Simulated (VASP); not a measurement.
All values below come from PBE GGA, VASP's PBE PAW potentials (set 64) (plane waves; VASP).

VASP input:

File KPOINTS:
```
Automatic mesh
0
Gamma
5 3 1
0 0 0
```

### POSCAR
```
Hf
1
    5.4157630000     0.0000000000     0.0000000000
    0.0000000000    10.0604760000     0.0000000000
    0.0000000000     0.0000000000    12.7732990000
Hf
16
Direct
  0.7500000000   0.0000000000   0.3131530000
  0.7500000000   0.5000000000   0.3131530000
  0.0833330000   0.7500000000   0.3131530000
  0.4166670000   0.2500000000   0.3131530000
  0.2500000000   0.0000000000   0.4377170000
  0.2500000000   0.5000000000   0.4377170000
  0.5833330000   0.7500000000   0.4377170000
  0.9166670000   0.2500000000   0.4377170000
  0.7500000000   0.0000000000   0.5622830000
  0.7500000000   0.5000000000   0.5622830000
  0.0833330000   0.7500000000   0.5622830000
  0.4166670000   0.2500000000   0.5622830000
  0.2500000000   0.0000000000   0.6868470000
  0.2500000000   0.5000000000   0.6868470000
  0.5833330000   0.7500000000   0.6868470000
  0.9166670000   0.2500000000   0.6868470000
```

INCAR:
```
# general
SYSTEM =Hf
PREC   =Accurate
ENCUT  =300   # plane-wave cut-off (eV)
LREAL  =Auto   # projection in real space or not
LASPH  =.TRUE.   # aspherical one-centre terms

# electronic loop
EDIFF  =1E-6   # SCF stop (eV)
NELM   =100   # most electronic steps
ALGO   =Normal   # blocked Davidson
LMAXMIX=6

# smearing
ISMEAR =0   # Gaussian
SIGMA  =0.272   # width (eV)

# functional
GGA    =PE

# ions
ISIF   =2

# output
LWAVE  =.FALSE.
LCHARG =.FALSE.
```

POTCAR, in this order: Hf_pv (PBE.64 set). Program: vasp_std.

Output

OUTCAR:
```
 ion  position               nearest neighbor table
   1  0.750  0.000  0.313-   3 3.10   4 3.10   7 3.11   8 3.11   5 3.14   5 3.14   9 3.18
   2  0.750  0.500  0.313-   3 3.10   4 3.10   7 3.11   8 3.11   6 3.14   6 3.14  10 3.18
   3  0.083  0.750  0.313-   1 3.10   2 3.10   5 3.11   6 3.11   7 3.14   7 3.14  11 3.18
   4  0.417  0.250  0.313-   1 3.10   2 3.10   5 3.11   6 3.11   8 3.14   8 3.14  12 3.18
   5  0.250  0.000  0.438-   7 3.10   8 3.10   3 3.11   4 3.11  11 3.11  12 3.11   1 3.14   1 3.14
                             9 3.14   9 3.14  13 3.18
   6  0.250  0.500  0.438-   7 3.10   8 3.10   3 3.11   4 3.11  11 3.11  12 3.11   2 3.14   2 3.14
                            10 3.14  10 3.14  14 3.18
   7  0.583  0.750  0.438-   5 3.10   6 3.10   1 3.11   2 3.11   9 3.11  10 3.11   3 3.14   3 3.14
                            11 3.14  11 3.14  15 3.18
   8  0.917  0.250  0.438-   5 3.10   6 3.10   1 3.11   2 3.11   9 3.11  10 3.11   4 3.14   4 3.14
                            12 3.14  12 3.14  16 3.18
   9  0.750  0.000  0.562-  11 3.10  12 3.10  15 3.11  16 3.11   7 3.11   8 3.11  13 3.14  13 3.14
                             5 3.14   5 3.14   1 3.18
  10  0.750  0.500  0.562-  11 3.10  12 3.10  15 3.11  16 3.11   7 3.11   8 3.11  14 3.14  14 3.14
                             6 3.14   6 3.14   2 3.18
  11  0.083  0.750  0.562-   9 3.10  10 3.10  13 3.11  14 3.11   5 3.11   6 3.11  15 3.14  15 3.14
                             7 3.14   7 3.14   3 3.18
  12  0.417  0.250  0.562-   9 3.10  10 3.10  13 3.11  14 3.11   5 3.11   6 3.11  16 3.14  16 3.14
                             8 3.14   8 3.14   4 3.18
  13  0.250  0.000  0.687-  15 3.10  16 3.10  11 3.11  12 3.11   9 3.14   9 3.14   5 3.18
  14  0.250  0.500  0.687-  15 3.10  16 3.10  11 3.11  12 3.11  10 3.14  10 3.14   6 3.18
  15  0.583  0.750  0.687-  13 3.10  14 3.10   9 3.11  10 3.11  11 3.14  11 3.14   7 3.18
  16  0.917  0.250  0.687-  13 3.10  14 3.10   9 3.11  10 3.11  12 3.14  12 3.14   8 3.18
  LATTYP: Found a simple orthorhombic cell.
 ALAT       =     5.4157630000
 B/A-ratio  =     1.8576285558
 C/A-ratio  =     2.3585409849
 Subroutine PRICEL returns:
 Original cell was already a primitive cell.
 Subroutine GETGRP returns: Found  8 space group operations
The static configuration has the point symmetry S_2 .
 The point group associated with its full space group is D_2h.
The dynamic configuration has the point symmetry S_2 .
 Subroutine INISYM returns: Found  8 space group operations
 Subroutine IBZKPT returns following result:
 Found      6 irreducible k-points:

 Following reciprocal coordinates:
            Coordinates               Weight
  0.000000  0.000000  0.000000      1.000000
  0.200000  0.000000  0.000000      2.000000
  0.400000  0.000000  0.000000      2.000000
  0.000000  0.333333  0.000000      2.000000
  0.200000  0.333333  0.000000      4.000000
  0.400000  0.333333  0.000000      4.000000
   k-points           NKPTS =      6   k-points in BZ     NKDIM =      6   number of bands    NBANDS=     96
   number of dos      NEDOS =    301   number of ions     NIONS =     16
   total plane-waves  NPLWV = 138240
   dimension x,y,z NGX =    32 NGY =   60 NGZ =   72
   dimension x,y,z NGXF=    64 NGYF=  120 NGZF=  144
   ions per type =              16
   PREC   = accura    normal or accurate (medium, high low for compatibility)
   ISTART =      0    job   : 0-new  1-cont  2-samecut
   ICHARG =      2    charge: 1-file 2-atom 10-const
   ISPIN  =      1    spin polarized calculation?
   LNONCOLLINEAR =      F non collinear calculations
   LSORBIT =      F    spin-orbit coupling
   INIWAV =      1    electr: 0-lowe 1-rand  2-diag
   ENCUT  =  300.0 eV  22.05 Ry    4.70 a.u.   7.65 14.21 18.04*2*pi/ulx,y,z
   NELM   =    100;   NELMIN=  2; NELMDL= -5     # of ELM steps
   EDIFF  = 0.1E-05   stopping-criterion for ELM
   LREAL  =      T    real-space projection
   NLSPLINE    = F    spline interpolate recip. space projectors
   LMAXMIX     =    6 max onsite mixed and CHGCAR
   VOSKOWN=      0    Vosko Wilk Nusair interpolation
   EDIFFG = 0.1E-04   stopping-criterion for IOM
   NSW    =      0    number of steps for IOM
   NBLOCK =      1;   KBLOCK =      1    inner block; outer block
   IBRION =     -1    ionic relax: 0-MD 1-quasi-New 2-CG
   NFREE  =      0    steps in history (QN), initial steepest desc. (CG)
   ISIF   =      2    stress and relaxation
   ISYM   =      2    0-nonsym 1-usesym 2-fastsym
   TEIN   =    0.0    initial temperature
...
```

OSZICAR:
```
       N       E                     dE             d eps       ncg     rms          rms(c)
DAV:   1     0.629462171593E+03    0.62946E+03   -0.69288E+04  1512   0.968E+02
DAV:   2    -0.105076278035E+03   -0.73454E+03   -0.71319E+03  1408   0.287E+02
DAV:   3    -0.159020918547E+03   -0.53945E+02   -0.51247E+02  1520   0.544E+01
DAV:   4    -0.162432991159E+03   -0.34121E+01   -0.32504E+01  1568   0.127E+01
DAV:   5    -0.162647744851E+03   -0.21475E+00   -0.20690E+00  1560   0.244E+00    0.183E+02
DAV:   6    -0.151542541159E+03    0.11105E+02   -0.12679E+02  1512   0.228E+01    0.673E+01
DAV:   7    -0.154302765991E+03   -0.27602E+01   -0.12781E+02  1472   0.178E+01    0.662E+01
DAV:   8    -0.145079971204E+03    0.92228E+01   -0.51500E+01  1520   0.121E+01    0.144E+01
DAV:   9    -0.145516815054E+03   -0.43684E+00   -0.47537E+00  1576   0.412E+00    0.123E+01
DAV:  10    -0.145504189551E+03    0.12626E-01   -0.19756E-01  1552   0.992E-01    0.748E+00
DAV:  11    -0.145530872453E+03   -0.26683E-01   -0.46765E-01  1528   0.153E+00    0.666E+00
DAV:  12    -0.145484028206E+03    0.46844E-01   -0.23402E-01  1496   0.107E+00    0.664E-01
DAV:  13    -0.145488362319E+03   -0.43341E-02   -0.26668E-02  1592   0.382E-01    0.489E-01
DAV:  14    -0.145494748013E+03   -0.63857E-02   -0.48137E-03  1400   0.173E-01    0.578E-01
DAV:  15    -0.145500909798E+03   -0.61618E-02   -0.31066E-03  1312   0.112E-01    0.524E-01
DAV:  16    -0.145504775047E+03   -0.38652E-02   -0.46650E-03  1424   0.101E-01    0.264E-01
DAV:  17    -0.145505558160E+03   -0.78311E-03   -0.60524E-04  1384   0.545E-02    0.212E-01
DAV:  18    -0.145505867817E+03   -0.30966E-03   -0.47171E-04  1320   0.540E-02    0.101E-01
DAV:  19    -0.145505880907E+03   -0.13090E-04   -0.10292E-04  1592   0.182E-02    0.952E-02
DAV:  20    -0.145505885306E+03   -0.43994E-05   -0.86708E-06  1144   0.743E-03    0.705E-02
DAV:  21    -0.145505887896E+03   -0.25898E-05   -0.29225E-06  1024   0.479E-03    0.403E-02
DAV:  22    -0.145505888602E+03   -0.70658E-06   -0.96263E-07   824   0.307E-03
   1 F= -.14550589E+03 E0= -.14506207E+03  d E =-.887643E+00
```

### OUTCAR
```
------------------------ aborting loop because EDIFF is reached ----------------------------------------
  FORCE on cell =-STRESS in cart. coord.  units (eV):
  Direction    XX          YY          ZZ          XY          YZ          ZX
  --------------------------------------------------------------------------------------
  Total      -12.9302189     -6.8455507    -13.9034924      0.0000000      0.0000000      0.0000000
  in kB      -29.7670091    -15.7593288    -32.0076085      0.0000000      0.0000000      0.0000000
  external PRESSURE =     -25.8446488 kB  Pullay stress =       0.0000000 kB
  volume of cell :      695.96
      direct lattice vectors                 reciprocal lattice vectors
     5.415763000  0.000000000  0.000000000     0.184646189  0.000000000  0.000000000
     0.000000000 10.060476000  0.000000000     0.000000000  0.099398875  0.000000000
     0.000000000  0.000000000 12.773299000     0.000000000  0.000000000  0.078288311
 POSITION                                       TOTAL-FORCE (eV/Angst)
 -----------------------------------------------------------------------------------
      4.06182      0.00000      4.00000         0.000000      0.000000      0.744385
      4.06182      5.03024      4.00000         0.000000      0.000000      0.744385
      0.45131      7.54536      4.00000         0.864990     -0.000000      0.698298
      2.25657      2.51512      4.00000        -0.864990      0.000000      0.698298
      1.35394      0.00000      5.59109        -0.000000      0.000000     -0.080641
      1.35394      5.03024      5.59109         0.000000      0.000000     -0.080641
      3.15919      7.54536      5.59109        -0.012916      0.000000     -0.133243
      4.96445      2.51512      5.59109         0.012916     -0.000000     -0.133243
      4.06182      0.00000      7.18221         0.000000      0.000000      0.080641
      4.06182      5.03024      7.18221         0.000000      0.000000      0.080641
      0.45131      7.54536      7.18221        -0.012916     -0.000000      0.133243
      2.25657      2.51512      7.18221         0.012916     -0.000000      0.133243
      1.35394      0.00000      8.77330        -0.000000      0.000000     -0.744385
      1.35394      5.03024      8.77330        -0.000000      0.000000     -0.744385
      3.15919      7.54536      8.77330         0.864990     -0.000000     -0.698298
      4.96445      2.51512      8.77330        -0.864990     -0.000000     -0.698298
 -----------------------------------------------------------------------------------
    total drift:                                0.000000      0.000000     -0.000000
  FREE ENERGIE OF THE ION-ELECTRON SYSTEM (eV)
  ---------------------------------------------------
  free  energy   TOTEN  =      -145.5058886025 eV

  energy  without entropy=     -144.6182455586  energy(sigma->0) =     -145.06206708
```
(Selected blocks of OUTCAR.)

OUTCAR:
```
 val. band max:        1.0557168355   @ k =   0.0000   0.3333   0.0000

 cond. band min:       1.0691759465   @ k =   0.4000   0.3333   0.0000


 Fermi energy:         1.0569365460

 k-point     1 :       0.0000    0.0000    0.0000
  band No.  band energies     occupation
      1     -30.2354      2.00000
      2     -30.2191      2.00000
      3     -30.2086      2.00000
      4     -30.1902      2.00000
      5     -30.1796      2.00000
      6     -30.1640      2.00000
      7     -30.1599      2.00000
      8     -30.1420      2.00000
      9     -30.1244      2.00000
     10     -30.1181      2.00000
     11     -30.1053      2.00000
     12     -30.0961      2.00000
     13     -30.0783      2.00000
     14     -30.0590      2.00000
     15     -30.0476      2.00000
     16     -30.0274      2.00000
     17     -29.9646      2.00000
     18     -29.9381      2.00000
     19     -29.9247      2.00000
     20     -29.9214      2.00000
     21     -29.8465      2.00000
     22     -29.8127      2.00000
     23     -29.7416      2.00000
     24     -29.7407      2.00000
     25     -29.5899      2.00000
     26     -29.5745      2.00000
     27     -29.5273      2.00000
     28     -29.4700      2.00000
     29     -29.4654      2.00000
     30     -29.4487      2.00000
     31     -29.4486      2.00000
     32     -29.4277      2.00000
     33     -29.3577      2.00000
     34     -29.3010      2.00000
     35     -29.2941      2.00000
     36     -29.2882      2.00000
     37     -29.2822      2.00000
     38     -29.2643      2.00000
     39     -29.2312      2.00000
     40     -29.2275      2.00000
     41     -29.1894      2.00000
     42     -29.1708      2.00000
     43     -29.1545      2.00000
     44     -29.1469      2.00000
     45     -29.1403      2.00000
     46     -29.1264      2.00000
     47     -29.0665      2.00000
     48     -29.0028      2.00000
     49      -5.4560      2.00000
     50      -3.5381      2.00000
     51      -3.4994      2.00000
...
```

At this cut-off the stress carries a Pulay error, which pulls relaxed volumes low. The cell holds a wide vacuum, so values per volume refer to the whole cell. Unless said otherwise, spin-orbit coupling is left out, though it shifts the bands of the heavy elements here.

The cell is a sheet with vacuum, built from a generated structure.
